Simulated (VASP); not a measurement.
Data:

```xyz
2
Lattice="3.2308 0.0000 0.0000 0.0000 3.2308 0.0000 0.0000 0.0000 3.2308" Properties=species:S:1:pos:R:3 pbc="T T T"
Zr     1.6154     1.6154     1.6154
Ru     0.0000     0.0000     0.0000
```

Calculation: PBEsol GGA, VASP's PBE PAW potentials (set 64) (plane waves; VASP 6.6.1). Numerical set-up: 400 eV cut-off, Gaussian smearing of 0.050 eV, potentials Zr_sv Ru_pv.

**Question.** Give the energies of bands 8 to 16 at the high-symmetry points, in eV from the Fermi level.

**Answer.** 
```json
[
 {"band": "8", "Γ": "-6.82", "X": "-3.57", "M": "-5.04", "R": "-2.69"},
 {"band": "9", "Γ": "-4.95", "X": "-3.27", "M": "-4.71", "R": "-2.69"},
 {"band": "10", "Γ": "-4.95", "X": "-3.26", "M": "-3.17", "R": "-2.69"},
 {"band": "11", "Γ": "-1.63", "X": "-1.68", "M": "-3.17", "R": "-1.95"},
 {"band": "12", "Γ": "-1.63", "X": "-1.68", "M": "0.06", "R": "-1.95"},
 {"band": "13", "Γ": "-1.63", "X": "-1.14", "M": "0.67", "R": "-1.95"},
 {"band": "14", "Γ": "1.84", "X": "-0.89", "M": "1.70", "R": "0.14"},
 {"band": "15", "Γ": "1.84", "X": "1.12", "M": "1.70", "R": "0.14"},
 {"band": "16", "Γ": "5.02", "X": "1.12", "M": "2.53", "R": "5.40"}
]
```

It has no gap at this level: it comes out as a metal or semimetal.

The structure comes from a computed database's ZrRu entry (Pm-3m); how it stands against other phases isn't given here. It was relaxed first.
